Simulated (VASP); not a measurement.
```
CsPbCl3
1.0
    4.67583     0.00000     0.00000
    0.00000     4.67583     0.00000
    0.00000     0.00000     4.67583
Cs Pb Cl
1 1 3
Direct
  0.00000   0.00000   0.00000
  0.50000   0.50000   0.50000
  0.50000   0.00000   0.50000
  0.00000   0.50000   0.50000
  0.50000   0.50000   0.00000
```

Method: LDA (Ceperley-Alder, Perdew-Zunger), VASP's LDA PAW potentials (set 64) (plane waves; VASP). Numerical set-up: 500 eV cut-off, 5×5×5 Γ-centred mesh, Gaussian smearing of 0.050 eV, potentials Cs_sv Pb_d Cl.

### Question
What does the run give for the energy per atom (σ→0), pressure?

### Answer

```
Property                        Value
---------------------  --------------
energy per atom (σ→0)  -2.703 eV/atom
pressure                    45.09 GPa
```

Total energies compare only between runs with the same potentials, cut-off and functional.

The compound is CsPbCl3 in the cubic perovskite structure, the ideal cubic form; the compound distorts at low or room temperature. It was relaxed first under an external pressure of 45 GPa.
